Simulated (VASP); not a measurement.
# Li4GeN2 (Imm2) in VASP: single point with PBE

Aim: the single point of Li4GeN2 with PBE.

Everything below comes from runs of VASP 6.6.1. Logs are shortened: lines on timing, memory, paths and dates and some standing lists are left out, and cuts for length are marked.

## 1. Starting point

It takes space group Imm2 (No. 44, orthorhombic). The conventional cell has a = 3.386 Å, b = 10.002 Å, c = 4.900 Å, α = 90.00°, β = 90.00°, γ = 90.00°. Li (site symmetry m) is surrounded by 3 N at 2.07 to 2.36 Å and 3 Li at 2.33 to 2.36 Å. Li (site symmetry m) has 3 N at 1.94 to 2.06 Å as nearest neighbours. Ge (site symmetry mm2) is surrounded by 2 N at 1.85 Å. Around N (site symmetry m) lie 1 Ge at 1.85 Å and 5 Li at 1.94 to 2.07 Å.

The cell was built by a generator and needn't be a form met in nature.

## 2. Single point, PBE

Contents of INCAR:

```
PREC     = Normal         # precision mode
ENCUT    = 520            # plane-wave cutoff, eV
EDIFF    = 1E-5           # SCF threshold, eV
ISMEAR   = 0              # smearing method
SIGMA    = 0.15           # smearing width, eV
LREAL    = Auto         
LASPH    = True           # aspherical terms in the spheres
NELM     = 80             # most SCF steps
ALGO     = Fast           # electronic algorithm
ISIF     = 2              # what is computed and relaxed
LWAVE    = False          # write WAVECAR
LCHARG   = False          # write CHGCAR
GGA      = PE             # functional
KPAR     = 4
```

Contents of KPOINTS:

```
regular mesh
0
Gamma
  4 4 4
```

Contents of POSCAR:

```
Li4GeN2
1.0
   -1.6929800000      5.0011400000      2.4502300000
    1.6929800000     -5.0011400000      2.4502300000
    3.3859600000     10.0022800000     -4.9004600000
Li Ge N
8 2 4
Direct
    0.3737690000      0.7324740000      0.3206475000
    0.3737690000      0.7324740000      0.8206475000
    0.9638400000      0.2646140000      0.3496130000
    0.9638400000      0.2646140000      0.8496130000
    0.0911790000      0.7324740000      0.1793525000
    0.0911790000      0.7324740000      0.6793525000
    0.5653880000      0.2646140000      0.1503870000
    0.5653880000      0.2646140000      0.6503870000
    0.8000880000      0.8000880000      0.0000000000
    0.8000880000      0.8000880000      0.5000000000
    0.1508830000      0.9908720000      0.0800055000
    0.1508830000      0.9908720000      0.5800055000
    0.8308620000      0.9908720000      0.4199945000
    0.8308620000      0.9908720000      0.9199945000
```

Potentials or basis: VASP PAW PBE potentials, release 64 (Li_sv, Ge_d, N).

On the command line:

```bash
> cat potpaw_PBE.64/Li_sv/POTCAR potpaw_PBE.64/Ge_d/POTCAR potpaw_PBE.64/N/POTCAR > POTCAR
> mpirun -np 4 vasp_std > vasp.out
```

OUTCAR:

```text
PREC = Normal
   ENCUT = 520
   EDIFF = 1E-5
   ISMEAR = 0
   LREAL = Auto
   LASPH = True
   NELM = 80
   ISIF = 2
   GGA = PE

 ion  position               nearest neighbor table
   1  0.374  0.732  0.321-  12 2.07  11 2.07   7 2.33   8 2.33   3 2.36
   2  0.374  0.732  0.821-  11 2.07  12 2.07   8 2.33   7 2.33   4 2.36
   3  0.964  0.265  0.350-  13 1.94  11 2.06  12 2.06   5 2.33   6 2.33   1 2.36   9 2.62  10 2.62

   4  0.964  0.265  0.850-  14 1.94  12 2.06  11 2.06   6 2.33   5 2.33   2 2.36  10 2.62   9 2.62
[... 7 lines left out ...]
   9  0.800  0.800  0.000-  14 1.85  11 1.85   3 2.62   4 2.62   8 2.62   7 2.62
  10  0.800  0.800  0.500-  13 1.85  12 1.85   4 2.62   3 2.62   7 2.62   8 2.62
  11  0.151  0.991  0.080-   9 1.85   7 1.94   3 2.06   4 2.06   1 2.07   2 2.07
  12  0.151  0.991  0.580-  10 1.85   8 1.94   4 2.06   3 2.06   2 2.07   1 2.07
  13  0.831  0.991  0.420-  10 1.85   3 1.94   7 2.06   8 2.06   5 2.07   6 2.07
  14  0.831  0.991  0.920-   9 1.85   4 1.94   8 2.06   7 2.06   6 2.07   5 2.07

  LATTYP: Found a base centered monoclinic cell.
 ALAT       =    10.5598451845
 B/A-ratio  =     0.4640655156
 C/A-ratio  =     0.6412897047
 COS(beta)  =    -0.3206448523

  Lattice vectors:

 A1 = (  -1.6929800000,   5.0011400000,  -2.4502300000)
 A2 = (  -1.6929800000,   5.0011400000,   2.4502300000)
 A3 = (   6.7719200000,   0.0000000000,   0.0000000000)

Analysis of symmetry for initial positions (statically):
=====================================================================
 Subroutine PRICEL returns following result:

  LATTYP: Found a body centered orthorhombic cell.
 ALAT       =     3.3859600000
 B/A-ratio  =     1.4472882137
 C/A-ratio  =     2.9540455292

  Lattice vectors:

 A1 = (  -1.6929800000,   5.0011400000,  -2.4502300000)
 A2 = (   1.6929800000,   5.0011400000,   2.4502300000)
 A3 = (   1.6929800000,  -5.0011400000,  -2.4502300000)

   2 primitive cells build up your supercell.

 Routine SETGRP: Setting up the symmetry group for a
 base centered monoclinic supercell.

 Subroutine GETGRP returns: Found  2 space group operations
 (whereof  2 operations were pure point group operations)
 out of a pool of  4 trial point group operations.

The static configuration has the point symmetry C_2 .

Analysis of symmetry for dynamics (positions and initial velocities):
=====================================================================
 Subroutine PRICEL returns following result:

  LATTYP: Found a body centered orthorhombic cell.
 ALAT       =     3.3859600000
 B/A-ratio  =     1.4472882137
 C/A-ratio  =     2.9540455292

  Lattice vectors:

 A1 = (  -1.6929800000,   5.0011400000,  -2.4502300000)
 A2 = (   1.6929800000,   5.0011400000,   2.4502300000)
 A3 = (   1.6929800000,  -5.0011400000,  -2.4502300000)

   2 primitive cells build up your supercell.

 Routine SETGRP: Setting up the symmetry group for a
 base centered monoclinic supercell.

 Subroutine GETGRP returns: Found  2 space group operations
 (whereof  2 operations were pure point group operations)
 out of a pool of  4 trial point group operations.

The dynamic configuration has the point symmetry C_2 .

 Subroutine INISYM returns: Found  2 space group operations
 (whereof  2 operations are pure point group operations),
 and found     2 'primitive' translations

----------------------------------------------------------------------------------------

                                     Primitive cell

  volume of cell :      82.9827

  direct lattice vectors                    reciprocal lattice vectors
    -1.692980000  5.001140000 -2.450230000     0.000000000  0.099977205 -0.204062476
     1.692980000  5.001140000  2.450230000     0.295337216  0.099977205  0.000000000
     1.692980000 -5.001140000 -2.450230000     0.295337216  0.000000000 -0.204062476

  length of vectors
     5.820756792  5.820756792  5.820756792     0.227237619  0.311800437  0.358978502

  position of ions in fractional coordinates (direct lattice)
     0.908821000  0.641295000  0.267526000
     0.434612000  0.699226000  0.735386000
     0.626231000  0.358705000  0.267526000
     0.036160000  0.300774000  0.735386000
     0.199912000  0.000000000  0.199912000
     0.169139000  0.160011000  0.009128000
     0.849117000  0.839989000  0.009127000

  ion indices of the primitive-cell ions
   primitive index   ion index
                 1           1
                 2           3
                 3           5
                 4           7
                 5          10
                 6          11
                 7          13

----------------------------------------------------------------------------------------

 KPOINTS: regular mesh

Automatic generation of k-mesh.
 Grid dimensions read from file:
 generate k-points for:    4    4    4

 Generating k-lattice:

  Cartesian coordinates                     Fractional coordinates (reciprocal lattice)
     0.000000000  0.024994301  0.051015619     0.250000000  0.000000000  0.000000000
     0.073834304  0.000000000  0.051015619    -0.000000000  0.250000000  0.000000000
     0.036917152  0.012497151  0.000000000    -0.000000000  0.000000000  0.250000000

  Length of vectors
     0.056809405  0.089744626  0.038975055

  Shift w.r.t. Gamma in fractional coordinates (k-lattice)
     0.000000000  0.000000000  0.000000000

 Subroutine IBZKPT returns following result:
 ===========================================

 Found     24 irreducible k-points:

 Following reciprocal coordinates:
            Coordinates               Weight
  0.000000  0.000000  0.000000      1.000000
  0.250000  0.000000  0.000000      4.000000
  0.500000  0.000000  0.000000      2.000000
 -0.000000  0.250000  0.000000      4.000000
  0.250000  0.250000  0.000000      2.000000
  0.500000  0.250000  0.000000      4.000000
[... 16 lines left out ...]
 -0.250000  0.250000  0.500000      2.000000
  0.500000  0.500000  0.500000      1.000000
   k-points           NKPTS =     24   k-points in BZ     NKDIM =     24   number of bands    NBANDS=     44
   number of dos      NEDOS =    301   number of ions     NIONS =     14
   total plane-waves  NPLWV =  71680
   dimension x,y,z NGX =    32 NGY =   32 NGZ =   70
   dimension x,y,z NGXF=    64 NGYF=   64 NGZF=  140
   ions per type =               8   2   4
   NGX,Y,Z   is equivalent  to a cutoff of   9.14,  9.14, 10.00 a.u.
   NGXF,Y,Z  is equivalent  to a cutoff of  18.28, 18.28, 19.99 a.u.
 SYSTEM =  unknown system
   PREC   = normal    normal or accurate (medium, high low for compatibility)
   ISTART =      0    job   : 0-new  1-cont  2-samecut
   ICHARG =      2    charge: 1-file 2-atom 10-const
   ISPIN  =      1    spin polarized calculation?
   LNONCOLLINEAR =      F non collinear calculations
   LSORBIT =      F    spin-orbit coupling
   LASPH  =      T    aspherical Exc in radial PAW
   ENCUT  =  520.0 eV  38.22 Ry    6.18 a.u.  10.82 10.82 21.65*2*pi/ulx,y,z
   NELM   =     80;   NELMIN=  2; NELMDL= -5     # of ELM steps
   EDIFF  = 0.1E-04   stopping-criterion for ELM
   LREAL  =      T    real-space projection
   EDIFFG = 0.1E-03   stopping-criterion for IOM
   NSW    =      0    number of steps for IOM
   IBRION =     -1    ionic relax: 0-MD 1-quasi-New 2-CG
   NFREE  =      0    steps in history (QN), initial steepest desc. (CG)
   ISIF   =      2    stress and relaxation
   ISYM   =      2    0-nonsym 1-usesym 2-fastsym
   POTIM  = 0.5000    time-step for ionic-motion
   TEBEG  =    0.0;   TEEND  =   0.0 temperature during run
   PSTRESS=    0.0 pullay stress
   NELECT =      72.0000    total number of electrons
   NUPDOWN=      -1.0000    fix difference up-down
   EMIN   =  10.00;   EMAX   =-10.00  energy-range for DOS
   EFERMI =   0.00;   METHOD = LEGACY
   ISMEAR =     0;   SIGMA  =   0.15  broadening in eV -4-tet -1-fermi 0-gaus
   EFERMI_NEDOS =   21; number of points for ismear=-14 and -15
   IALGO  =     68    algorithm
   IMIX   =      4    mixing-type and parameters
     AMIX     =   0.40;   BMIX     =  1.00
     AMIX_MAG =   1.60;   BMIX_MAG =  1.00
  volume/ion in A,a.u.               =      11.85        80.00
  Fermi-wavevector in a.u.,A,eV,Ry     =   1.239309  2.341955 20.897025  1.535888
  Thomas-Fermi vector in A             =   2.373798
   LORBIT       =      0    0 simple, 1 ext, 2 COOP (PROOUT), +10 PAW based schemes
   GGA     = PE    functional components
   LHFCALC =     F    Hartree Fock is set to
   AEXX    =    0.0000 exact exchange contribution
   IVDW    =     0    specifies the selected vdW correction
   LEPSILON=     F    determine dielectric tensor
   LRPA    =     F    only Hartree local field effects (RPA)
 non-spin polarized calculation
 RMM-DIIS sequential band-by-band and
 Gauss-broadening in eV      SIGMA  =   0.15
  energy-cutoff  :      520.00
  volume of cell :      165.97
 maximum number of plane-waves:      4492
   NGX = 21   NGY = 21   NGZ = 43

 number of electron      72.0000023 magnetization

 Free energy of the ion-electron system (eV)
  ---------------------------------------------------
  ext. energy  EPLUGINS =         0.00000000
  ---------------------------------------------------
  free energy    TOTEN  =       -62.80040770 eV

  energy without entropy =      -62.77125675  energy(sigma->0) =      -62.78583222

 E-fermi :   2.9543     XC(G=0):  -9.3026

 val. band max:        2.9171752763   @ k =   0.2500   0.0000   0.0000
 cond. band min:       2.9678999680   @ k =   0.5000   0.0000   0.0000
 fundamental gap:      0.0507246916
 Fermi energy:         2.9542903327

 k-point     1 :       0.0000    0.0000    0.0000
  band No.  band energies     occupation
      1     -42.3751      2.00000
      2     -42.3638      2.00000
      3     -42.3576      2.00000
      4     -42.3566      2.00000
      5     -41.7264      2.00000
      6     -41.7252      2.00000
[... 1117 lines left out ...]
     43       7.9989      0.00000
     44       7.9989      0.00000

------------------------ aborting loop because EDIFF is reached ----------------------------------------

  FORCE on cell =-STRESS in cart. coord.  units (eV):
  Direction    XX          YY          ZZ          XY          YZ          ZX
  --------------------------------------------------------------------------------------
  -------------------------------------------------------------------------------------
  Total       -0.2292005      0.1226456     -0.0882769     -0.0140928      0.0000000      0.0000000
  in kB       -2.2126287      1.1839811     -0.8521967     -0.1360475      0.0000000      0.0000000
  external PRESSURE =      -0.6269481 kB  Pullay stress =       0.0000000 kB

 VOLUME and BASIS-vectors are now :
 -----------------------------------------------------------------------------
  energy-cutoff  :      520.00
  volume of cell :      165.97
      direct lattice vectors                 reciprocal lattice vectors
    -1.692980000  5.001140000  2.450230000     0.000000000  0.099977205  0.204062476
     1.692980000 -5.001140000  2.450230000     0.295337216  0.000000000  0.204062476
     3.385960000 10.002280000 -4.900460000     0.147668608  0.049988603  0.000000000

 POSITION                                       TOTAL-FORCE (eV/Angst)
 -----------------------------------------------------------------------------------
      1.69298      1.41327      1.13923         0.005797      0.001324      0.001233
      3.38596      6.41441     -1.31100         0.005797      0.001324      0.001233
     -0.00000      6.99385      1.29673        -0.016115     -0.014587     -0.002591
      1.69298     11.99499     -1.15350        -0.016115     -0.014587     -0.002591
      1.69298     -1.41327      1.13923        -0.005797     -0.001324      0.001233
      3.38596      3.58787     -1.31100        -0.005797     -0.001324      0.001233
      0.00000      3.00843      1.29673         0.016115      0.014587     -0.002591
      1.69298      8.00957     -1.15350         0.016115      0.014587     -0.002591
      0.00000      0.00000      3.92080         0.000000      0.000000      0.004561
      1.69298      5.00114      1.47057         0.000000      0.000000      0.004561
      1.69298     -3.40067      2.40550        -0.000561      0.016273     -0.000922
      3.38596      1.60047     -0.04473        -0.000561      0.016273     -0.000922
      1.69298      3.40067      2.40550         0.000561     -0.016273     -0.000922
      3.38596      8.40181     -0.04473         0.000561     -0.016273     -0.000922
 -----------------------------------------------------------------------------------
    total drift:                                0.002538     -0.006740     -0.037838

  FREE ENERGIE OF THE ION-ELECTRON SYSTEM (eV)
  ---------------------------------------------------
  free  energy   TOTEN  =       -62.8004076968 eV

  energy  without entropy=      -62.7712567493  energy(sigma->0) =      -62.78583222
```

It took 7.4 min on 4 MPI ranks of AMD EPYC 7R13 (Zen 3), shared host; peak memory 0.32 GiB.

What came out:

```
Free energy            : -62.8004 eV
Largest force          : 0.022 eV/Å
Band gap on the k mesh : none (metal or under the smearing width)
```

Forces in eV/Å, atoms in the order of the input:
```
Li   0.006  0.001  0.001
Li   0.006  0.001  0.001
Li  -0.016 -0.015 -0.003
Li  -0.016 -0.015 -0.003
Li  -0.006 -0.001  0.001
Li  -0.006 -0.001  0.001
Li   0.016  0.015 -0.003
Li   0.016  0.015 -0.003
Ge   0.000  0.000  0.005
Ge   0.000  0.000  0.005
N   -0.001  0.016 -0.001
N   -0.001  0.016 -0.001
N    0.001 -0.016 -0.001
N    0.001 -0.016 -0.001
```

Caveat: the k mesh is coarse (spacing up to 0.56 Å⁻¹), so the values aren't converged; the cutoff is under 1.25 times the usual one of these potentials, so pressure, stress and relaxed cells hold a basis-set (Pulay) error.
